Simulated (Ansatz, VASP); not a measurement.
Tl2Ru: VASP beside Ansatz

```xyz
3
Lattice="-1.6955 1.6955 5.7764 1.6955 -1.6955 5.7764 1.6955 1.6955 -5.7764" Properties=species:S:1:pos:R:3 pbc="T T T"
Tl    0.0000    0.0000    7.3872
Tl    0.0000    0.0000    4.1656
Ru    0.0000    0.0000    0.0000
```

Alike in both runs: functional PBE; k mesh 6 × 6 × 6; occupations gaussian, width 0.1 eV; no spin polarisation.

Ansatz relaxed the structure, and its values are those at the end. VASP's run is a single point on that final structure, the one shown.

```csv
,VASP,Ansatz
version,VASP 6.6.1,Ansatz 0.2.0
potentials or method,"VASP PAW PBE potentials, release 64 (Tl_d, Ru_pv)","scalar-relativistic, plane waves, PAW"
plane-wave cutoff (eV),520,420
valence electrons in the cell,40,42
```

|  | VASP | Ansatz | Ansatz less VASP |
| --- | --- | --- | --- |
| gap on the k mesh at the Fermi level (eV) | none | none | - |
| pressure (GPa) | 0.0 | 0.0 | 0.00 |

A gap of «none» marks a metal or a gap that the smearing closes. The two sets of potentials don't hold the same shells in valence.

Caveats: the k mesh is coarse (spacing up to 0.44 Å⁻¹), so the values aren't converged. Spin-orbit coupling is left out, which matters for the levels of Tl.
